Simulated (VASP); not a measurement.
Data:

```
Ni3Si
1.0
    3.53860     0.00000     0.00000
    0.00000     3.53860     0.00000
    0.00000     0.00000     3.53860
Si Ni
1 3
Direct
  0.00000   0.00000   0.00000
  0.00000   0.50000   0.50000
  0.50000   0.00000   0.50000
  0.50000   0.50000   0.00000
```

Method: PBE GGA, VASP's PBE PAW potentials (set 64) (plane waves; VASP). Run with 480 eV cut-off, 8×8×8 Γ-centred mesh, first-order Methfessel-Paxton smearing of 0.10 eV, potentials Si Ni.

### Question
Give the stress tensor in GPa (positive for a compressed cell).

### Answer

```
-5.47   0.00   0.00
 0.00  -5.47   0.00
 0.00   0.00  -5.47
```
The pressure is its mean diagonal, -5.47 GPa.

The compound is Ni3Si in the L1_2 structure. This cell was strained or had an atom moved on purpose. The run is not spin-polarised, so no magnetic state was tried.
